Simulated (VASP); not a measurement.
Crystal: Cu.

```
Cu
1.0
     0.00000    1.81701    1.81701
     1.81701    0.00000    1.81701
     1.81701    1.81701    0.00000
Cu
1
Direct
  0.00000 0.00000 0.00000
```

Base run:

* Program: VASP 6.6.1
* Functional: r2SCAN
* Potentials or basis: VASP PAW PBE potentials, release 64 (Cu)
* Cutoff: 450 eV
* k mesh: 21 × 21 × 21
* Occupations: methfessel-paxton, width 0.1 eV
* Spin: no spin polarisation

Its results: band gap on the k mesh none (metal or under the smearing width); pressure -7.2 GPa.

Problem. The run is repeated on the same cell with these changes: functional from r2SCAN to PBE. What comes out?

Solution. Band gap on the k mesh none (metal or under the smearing width); pressure -0.6 GPa.

Caveats: the PAW data sets were made with another functional, which shifts forces and pressure a little (some runs).
